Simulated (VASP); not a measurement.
**Cs2AgBiBr6 (space group Fm-3m): computed properties**

The numbers are results of PBEsol GGA, VASP's PBE PAW potentials (set 64) (plane waves; VASP), not measurements.

For Cs₂AgBiBr₆, the space group is Fm-3m (225) and the cell comes out as a = 11.185 Å, b = 11.185 Å, c = 11.185 Å, α = 90.00°, β = 90.00°, γ = 90.00°. The volume per atom is 34.98 Å³/atom and the band gap (over mesh and band path) is 1.10 eV. The smallest direct gap (over mesh and band path) is 2.23 eV and the band-edge character is indirect, X to L. The density is 5.04 g/cm³.

Space group Fm-3m (No. 225); a = b = c = 11.1846 Å, α = β = γ = 90.00°

| atom | site | symmetry | x | y | z |
|---|---|---|---|---|---|
| Cs | 8c | -43m | 0.2500 | 0.2500 | 0.2500 |
| Ag | 4b | m-3m | 0.5000 | 0.5000 | 0.5000 |
| Bi | 4a | m-3m | 0.0000 | 0.0000 | 0.0000 |
| Br | 24e | 4m.m | 0.0000 | 0.0000 | 0.2538 |
(The calculation used a cell of 10 atoms; values per cell refer to that cell.)

Unless said otherwise, spin-orbit coupling is left out, though it shifts the bands of the heavy elements here.

The structure comes from a computed database's Cs2AgBiBr6 entry (Fm-3m); how it stands against other phases isn't given here. It was relaxed first, which changed the volume by -8 %. Symmetry was kept, so distortions that lower it aren't found.
